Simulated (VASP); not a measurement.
Consider the following.

```
CELL_PARAMETERS angstrom
     -1.55530     1.55530     1.55530
      1.55530    -1.55530     1.55530
      1.55530     1.55530    -1.55530
ATOMIC_POSITIONS crystal
  W  0.00000 0.00000 0.00000
```

Calculation: LDA (Ceperley-Alder, Perdew-Zunger), VASP's LDA PAW potentials (set 64) (plane waves; VASP). Run with 520 eV cut-off, 16×16×16 Γ-centred mesh, first-order Methfessel-Paxton smearing of 0.10 eV, potentials W_sv.

Unless said otherwise, spin-orbit coupling is left out, though it shifts the bands of the heavy elements here.

Problem. Estimate the energy per atom (σ→0), pressure, band gap (on the k-mesh) with the smallest direct gap where there is one.

Solution. 
```yaml
band gap (on the k-mesh): none (metal, semimetal or under 0.01 eV)
energy per atom (σ→0): -14095 meV/atom
pressure: 104.3 kbar
```

The absolute energy has meaning only against runs of the same code, potentials and settings.

The compound is W in the bcc structure. This cell is one point of a volume scan, at 0.97 of the reference volume.
